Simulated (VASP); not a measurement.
OSZICAR of a VASP run on HfO2 (atoms displaced from the space group 225 structure):

OSZICAR:
```
       N       E                     dE             d eps       ncg     rms          rms(c)
DAV:   1     0.817366388905E+02    0.81737E+02   -0.11306E+04  7840   0.119E+03
DAV:   2    -0.325096497665E+02   -0.11425E+03   -0.11171E+03  9900   0.289E+02
DAV:   3    -0.353037207157E+02   -0.27941E+01   -0.27922E+01 10047   0.461E+01
DAV:   4    -0.353172327620E+02   -0.13512E-01   -0.13511E-01 10047   0.347E+00
DAV:   5    -0.353173516381E+02   -0.11888E-03   -0.11887E-03  9837   0.283E-01    0.597E+01
DAV:   6    -0.299698446280E+02    0.53475E+01   -0.26324E+01  8717   0.377E+01    0.481E+01
DAV:   7    -0.298501252290E+02    0.11972E+00   -0.80720E-01 10551   0.818E+00    0.294E+01
DAV:   8    -0.298250558900E+02    0.25069E-01   -0.16465E-01 10635   0.419E+00    0.508E+00
DAV:   9    -0.298161267541E+02    0.89291E-02   -0.33694E-02  9088   0.164E+00    0.190E+00
DAV:  10    -0.298158564144E+02    0.27034E-03   -0.33478E-03 10635   0.483E-01    0.875E-02
DAV:  11    -0.298158717993E+02   -0.15385E-04   -0.18316E-04  8549   0.120E-01    0.103E-01
DAV:  12    -0.298158765010E+02   -0.47017E-05   -0.10459E-05 10453   0.303E-02    0.490E-02
DAV:  13    -0.298158756512E+02    0.84979E-06   -0.36258E-06  9201   0.158E-02
   1 F= -.29815876E+02 E0= -.29815876E+02  d E =-.645789E-33
```

Task: Which electronic solver shows in the log?

Result: It is blocked Davidson (ALGO = Normal, or the opening steps of other solvers). The INCAR had ALGO = Normal.

Task: Can the final energy be trusted as converged?

Result: The calculation finished and met its thresholds. It stopped with EDIFF = 1E-6, NELM = 100 (PBEsol GGA + U (Dudarev), plane waves, VASP's PBE PAW potentials (set 64)).

The structure comes from a computed database's HfO2 entry; how it stands against other phases isn't given here. The cell was not relaxed at this level, atoms are displaced from their ideal sites. The run is one of a series of settings (LDAU = .TRUE., LDAUJ = 0 0, LDAUL = 2 -1, LDAUTYPE = 2, LDAUU = 2.0 0 against the base run), some of them coarse on purpose.
